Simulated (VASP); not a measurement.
Input of a VASP 6.6.1 run:

File INCAR:

```
ALGO     = Fast           # electronic algorithm
EDIFF    = 1E-4           # SCF threshold, eV
EDIFFG   = -0.08          # ionic threshold
ENCUT    = 520            # plane-wave cutoff, eV
GGA      = PE             # functional
IBRION   = 2              # ionic algorithm
ISIF     = 3              # what is computed and relaxed
ISMEAR   = 0              # smearing method
KPAR     = 2            
LASPH    = T              # aspherical terms in the spheres
LCHARG   = F              # write CHGCAR
LREAL    = F              # projectors in reciprocal space
LWAVE    = F              # write WAVECAR
NELM     = 60             # most SCF steps
NSW      = 24             # ionic steps
PREC     = Normal         # precision mode
SIGMA    = 0.15           # smearing width, eV
```

KPOINTS

```
k-points
0
Gamma
  3 3 3
```

POSCAR

```
Sn2HBr3
1.0
    3.1970483700      1.8458167400      5.1180417500
   -3.1970483700      1.8458167400      5.1180417500
    0.0000000000     -3.6916334700      5.1180417500
Sn H Br
2 1 3
Direct
    0.6245104100      0.6245104100      0.6245104100
    0.3754895900      0.3754895900      0.3754895900
    0.0000000000      0.0000000000      0.0000000000
    0.0000000000      0.5000000000      0.0000000000
    0.5000000000      0.0000000000      0.0000000000
    0.0000000000      0.0000000000      0.5000000000
```

Potentials or basis: VASP PAW PBE potentials, release 64 (Sn_d, H, Br).

The run is started by

```console
$ cat potpaw_PBE.64/Sn_d/POTCAR potpaw_PBE.64/H/POTCAR potpaw_PBE.64/Br/POTCAR > POTCAR
$ mpirun -np 2 vasp_std > vasp.out
```

Q: Predict the band gap on the k mesh.

A: None (metal or under the smearing width).

Q: Estimate the relaxed volume.

A: 28.12 Å³/atom.

Q: Predict the relaxed cell.

A: a = 5.542 Å, b = 5.542 Å, c = 5.542 Å, α = 85.40°, β = 85.40°, γ = 85.40°.

Q: Predict the space group after relaxing (to 0.05 Å).

A: R-3m (No. 166).

Forces on the atoms (eV/Å):
```
Sn   0.000  0.000  0.056
Sn   0.000  0.000 -0.056
H    0.000  0.000  0.000
Br   0.000  0.000  0.000
Br   0.000  0.000  0.000
Br   0.000  0.000  0.000
```

Caveat: the k mesh is coarse (spacing up to 0.40 Å⁻¹), so the values aren't converged; the relaxation stopped at a loose force limit of 0.08 eV/Å, so its end isn't a converged minimum.
